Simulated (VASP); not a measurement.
Computed with revPBE GGA, VASP's PBE PAW potentials (set 64) (plane waves; VASP).

Input for VASP

**POSCAR**
```
CdTe
1.0
  0.0000000000   3.3478535678   3.3478535678
  3.3478535678   0.0000000000   3.3478535678
  3.3478535678   3.3478535678   0.0000000000
Cd Te
1 1
Direct
  0.0000000000   0.0000000000   0.0000000000
  0.2500000000   0.2500000000   0.2500000000
```

**KPOINTS**
```
Automatic mesh
0
Gamma
6 6 6
0 0 0
```

### INCAR
```
EDIFF = 1E-6   # SCF stop (eV)
ENCUT = 520
LMAXMIX = 4   # l cut-off of mixed one-centre charges
NSW = 60
NELM = 100   # most electronic steps
ISMEAR = 0   # Gaussian
LWAVE = F
SYSTEM = CdTe
ALGO = Normal   # blocked Davidson
PREC = Accurate
LASPH = T
EDIFFG = -0.01   # ionic stop
LREAL = F   # projection in real space or not
SIGMA = 0.05
GGA = RE   # revPBE
ISIF = 3   # ions, shape and volume
IBRION = 2
LCHARG = F
```

POTCAR, in this order: Cd Te (PBE.64 set). Program: vasp_std.

Output

### OUTCAR
```
 ion  position               nearest neighbor table
   1  0.000  0.000  0.000-   2 2.90   2 2.90   2 2.90   2 2.90
   2  0.250  0.250  0.250-   1 2.90   1 2.90   1 2.90   1 2.90
  LATTYP: Found a face centered cubic cell.
 ALAT       =     6.6957071356
 Subroutine PRICEL returns:
 Original cell was already a primitive cell.
 Subroutine GETGRP returns: Found 24 space group operations
The static configuration has the point symmetry T_d .
The dynamic configuration has the point symmetry T_d .
 Subroutine INISYM returns: Found 24 space group operations
 Subroutine IBZKPT returns following result:
 Found     16 irreducible k-points:

 Following reciprocal coordinates:
            Coordinates               Weight
  0.000000  0.000000  0.000000      1.000000
  0.166667  0.000000  0.000000      8.000000
  0.333333  0.000000  0.000000      8.000000
  0.500000  0.000000  0.000000      4.000000
  0.166667  0.166667  0.000000      6.000000
  0.333333  0.166667  0.000000     24.000000
  0.500000  0.166667  0.000000     24.000000
 -0.333333  0.166667  0.000000     24.000000
 -0.166667  0.166667  0.000000     12.000000
...
```

### OSZICAR
```
       N       E                     dE             d eps       ncg     rms          rms(c)
DAV:   1     0.983138484836E+02    0.98314E+02   -0.83278E+03   424   0.119E+03
DAV:   2    -0.306531292691E+00   -0.98620E+02   -0.93858E+02   466   0.265E+02
DAV:   3    -0.444393212056E+01   -0.41374E+01   -0.41283E+01   501   0.570E+01
DAV:   4    -0.448605794020E+01   -0.42126E-01   -0.42121E-01   589   0.507E+00
DAV:   5    -0.448618123262E+01   -0.12329E-03   -0.12329E-03   486   0.264E-01    0.489E+00
DAV:   6    -0.426645104643E+01    0.21973E+00   -0.45119E-01   466   0.798E+00    0.402E+00
DAV:   7    -0.425409506345E+01    0.12356E-01   -0.12367E-01   466   0.251E+00    0.159E+00
DAV:   8    -0.425688616595E+01   -0.27911E-02   -0.10684E-02   426   0.138E+00    0.464E-01
DAV:   9    -0.425785981631E+01   -0.97365E-03   -0.15640E-03   461   0.403E-01    0.946E-02
DAV:  10    -0.425802065163E+01   -0.16084E-03   -0.17769E-04   456   0.136E-01    0.554E-02
DAV:  11    -0.425815276905E+01   -0.13212E-03   -0.29222E-04   421   0.104E-01    0.377E-02
DAV:  12    -0.425815218268E+01    0.58637E-06   -0.43756E-06   492   0.169E-02
   1 F= -.42581522E+01 E0= -.42581522E+01  d E =-.425815E+01
       N       E                     dE             d eps       ncg     rms          rms(c)
DAV:   1    -0.425852770810E+01   -0.37494E-03   -0.78084E-03   461   0.114E+00    0.154E-01
DAV:   2    -0.425820331662E+01    0.32439E-03   -0.86923E-04   436   0.450E-01    0.416E-02
DAV:   3    -0.425816572392E+01    0.37593E-04   -0.92705E-05   456   0.102E-01    0.364E-02
DAV:   4    -0.425815879817E+01    0.69257E-05   -0.97266E-06   441   0.242E-02    0.711E-03
DAV:   5    -0.425815820718E+01    0.59099E-06   -0.11367E-06   328   0.131E-02
   2 F= -.42581582E+01 E0= -.42581582E+01  d E =-.602450E-05
```

OUTCAR:
```
------------------------ aborting loop because EDIFF is reached ----------------------------------------
  FORCE on cell =-STRESS in cart. coord.  units (eV):
  Direction    XX          YY          ZZ          XY          YZ          ZX
  --------------------------------------------------------------------------------------
  Total       -0.0082634     -0.0082634     -0.0082634      0.0000000      0.0000000     -0.0000000
  in kB       -0.1761534     -0.1761534     -0.1761534      0.0000000      0.0000000     -0.0000000
  external PRESSURE =      -0.1761534 kB  Pullay stress =       0.0000000 kB
  volume of cell :       75.16
      direct lattice vectors                 reciprocal lattice vectors
     0.000000000  3.349523760  3.349523760    -0.149274952  0.149274952  0.149274952
     3.349523760  0.000000000  3.349523760     0.149274952 -0.149274952  0.149274952
     3.349523760  3.349523760  0.000000000     0.149274952  0.149274952 -0.149274952
  FREE ENERGIE OF THE ION-ELECTRON SYSTEM (eV)
  ---------------------------------------------------
  free  energy   TOTEN  =        -4.2581582072 eV

  energy  without entropy=       -4.2581582072  energy(sigma->0) =       -4.25815821

 reached required accuracy - stopping structural energy minimisation
```
(Selected blocks of OUTCAR.)

CONTCAR:
```
CdTe
   1.00000000000000
     0.0000000000000000    3.3495237602949657    3.3495237602949657
     3.3495237602949657    0.0000000000000000    3.3495237602949657
     3.3495237602949657    3.3495237602949657    0.0000000000000000
  Cd              Te
     1     1
Direct
     1.0000000000000000    0.0000000000000000    1.0000000000000000
     0.2500000000000000    0.2500000000000000    0.2500000000000000
```

File OUTCAR:
```
 val. band max:        1.5899075994   @ k =   0.0000   0.0000   0.0000

 cond. band min:       2.1750872626   @ k =   0.0000   0.0000   0.0000


 Fermi energy:         1.8312275666

 k-point     1 :       0.0000    0.0000    0.0000
  band No.  band energies     occupation
      1      -9.0316      2.00000
      2      -6.4176      2.00000
      3      -6.4176      2.00000
      4      -6.4176      2.00000
      5      -6.2255      2.00000
      6      -6.2255      2.00000
      7       1.5899      2.00000
      8       1.5899      2.00000
      9       1.5899      2.00000
     10       2.1751      0.00000
     11       6.2904      0.00000
     12       6.2904      0.00000
     13       6.2904      0.00000

 k-point     2 :       0.1667    0.0000    0.0000
  band No.  band energies     occupation
      1      -8.9549      2.00000
      2      -6.4039      2.00000
      3      -6.4039      2.00000
      4      -6.3431      2.00000
      5      -6.2261      2.00000
      6      -6.2261      2.00000
      7       0.0080      2.00000
      8       1.4068      2.00000
      9       1.4068      2.00000
     10       3.2762      0.00000
     11       6.3592      0.00000
     12       6.5852      0.00000
     13       6.5852      0.00000

 k-point     3 :       0.3333    0.0000    0.0000
  band No.  band energies     occupation
      1      -8.8029      2.00000
      2      -6.3803      2.00000
      3      -6.3803      2.00000
      4      -6.2230      2.00000
      5      -6.2230      2.00000
      6      -6.1180      2.00000
      7      -1.5771      2.00000
      8       1.0934      2.00000
      9       1.0934      2.00000
     10       3.4666      0.00000
     11       6.8674      0.00000
     12       6.8674      0.00000
     13       7.7009      0.00000

 k-point     4 :       0.5000    0.0000    0.0000
  band No.  band energies     occupation
      1      -8.7290      2.00000
      2      -6.3709      2.00000
      3      -6.3709      2.00000
...
```

Unless said otherwise, spin-orbit coupling is left out, though it shifts the bands of the heavy elements here.

The compound is CdTe in the zinc blende structure. This run relaxes it. Symmetry was kept, so distortions that lower it aren't found. The start is the result of an earlier pass.
